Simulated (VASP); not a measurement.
# WSe2 (2H layered): computed properties

Level of theory: PBE GGA, VASP's PBE PAW potentials (set 64) (plane waves; VASP).

```json
{
 "space_group": "P6_3/mmc (194)",
 "cell": "a = b = 3.3239 Å, c = 14.7574 Å, α = β = 90.00°, γ = 120.00°",
 "volume_per_atom": "23.53 Å³/atom",
 "band gap (over mesh and band path)": "1.43 eV",
 "smallest direct gap (over mesh and band path)": "1.51 eV",
 "band_edge_character_without_spin_orbit_coupling": "indirect, K to K-Γ at 0.44",
 "band_gap_with_spin_orbit_coupling": "1.18 eV",
 "density": "8.04 g/cm³",
 "optical Γ-point spectrum": "7 (×2), 13, 168 (×4), 238 (×4), 242, 243, 298, 298 cm⁻¹"
}
```

```
WSe2
1.0
    1.66196    -2.87860     0.00000
    1.66196     2.87860     0.00000
    0.00000     0.00000    14.75739
W Se
2 4
Cartesian
  1.66196   0.95954   3.68935
  1.66196  -0.95954  11.06804
  1.66196   0.95954  12.74731
  1.66196  -0.95954   5.36861
  1.66196  -0.95954   2.01008
  1.66196   0.95954   9.38878
```

Measured: a 3.282 Å at 300 K (computed value off by +1.3 %), c 12.960 Å at 300 K (computed value off by +13.9 %), as given by arXiv:1605.07067. The calculation is for a static lattice, while the measured a, c hold thermal and zero-point effects, which are part of the difference. A miss this large can also come from another phase, state or cell setting, or from a fault of the measured value.  The path is coarsely sampled, so an indirect gap can come out somewhat too large. Without a dispersion term in the relaxation, distances and binding between the weakly bound layers, chains or molecules are unreliable, and so is what depends on them. Unless said otherwise, spin-orbit coupling is left out, though it shifts the bands of the heavy elements here.

The compound is WSe2 in the 2H layered structure. It was relaxed first, which changed the volume by +17 %. Symmetry was kept, so distortions that lower it aren't found.
